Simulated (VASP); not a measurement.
A convergence study with VASP on PtSe2 (1T layered): one setting is varied, all else stays as given below, so the limit is that of these other settings. ε∞ is the independent-particle value.

```
PtSe2
1.0
    1.86500    -3.23027     0.00000
    1.86500     3.23027     0.00000
    0.00000     0.00000     5.08000
Pt Se
1 2
Direct
  0.00000   0.00000   0.00000
  0.33333   0.66667   0.25500
  0.66667   0.33333   0.74500
```

These are PBE GGA, VASP's PBE PAW potentials (set 64) (plane waves; VASP 6.6.1) values and carry that method's errors. The tightest run used: 550 eV cut-off, 6×6×4 Γ-centred mesh, Gaussian smearing of 0.050 eV, potentials Pt Se.

The settings run are NBANDS = 12; NBANDS = 13; NBANDS = 15; NBANDS = 19; NBANDS = 27; NBANDS = 43; NBANDS = 75; NBANDS = 139. From which on does the largest force stay within 0.005 eV/Å of the tightest run?

From NBANDS = 13 on: it is off by 0.000 there and by no more than 0.005 in any finer run, while NBANDS = 12 is off by 0.019.
```json
[
 {"setting": "NBANDS = 12", "E (eV/atom)": "-4.7390", "largest force (eV/Å)": "0.183", "bands": "12", "difference judged (eV/Å)": "0.019"},
 {"setting": "NBANDS = 13", "E (eV/atom)": "-4.7393", "largest force (eV/Å)": "0.202", "bands": "13", "difference judged (eV/Å)": "0.000"},
 {"setting": "NBANDS = 15", "E (eV/atom)": "-4.7393", "largest force (eV/Å)": "0.202", "bands": "15", "difference judged (eV/Å)": "0.000"},
 {"setting": "NBANDS = 19", "E (eV/atom)": "-4.7393", "largest force (eV/Å)": "0.202", "bands": "19", "difference judged (eV/Å)": "0.000"},
 {"setting": "NBANDS = 27", "E (eV/atom)": "-4.7393", "largest force (eV/Å)": "0.202", "bands": "27", "difference judged (eV/Å)": "0.000"},
 {"setting": "NBANDS = 43", "E (eV/atom)": "-4.7393", "largest force (eV/Å)": "0.202", "bands": "43", "difference judged (eV/Å)": "0.000"},
 {"setting": "NBANDS = 75", "E (eV/atom)": "-4.7393", "largest force (eV/Å)": "0.202", "bands": "75", "difference judged (eV/Å)": "0.000"},
 {"setting": "NBANDS = 139", "E (eV/atom)": "-4.7393", "largest force (eV/Å)": "0.202", "bands": "139", "difference judged (eV/Å)": "0.000"}
]
```

VASP warned of too few bands at NBANDS = 12; NBANDS = 13.

Left out are rungs that failed or repeat a setting and relaxations that didn't move; long series are thinned to 24 rows.

The compound is PtSe2 in the 1T layered structure. The cell was not relaxed at this level, forces remain on its atoms. VASP warned that the highest band is occupied, so more bands are needed.
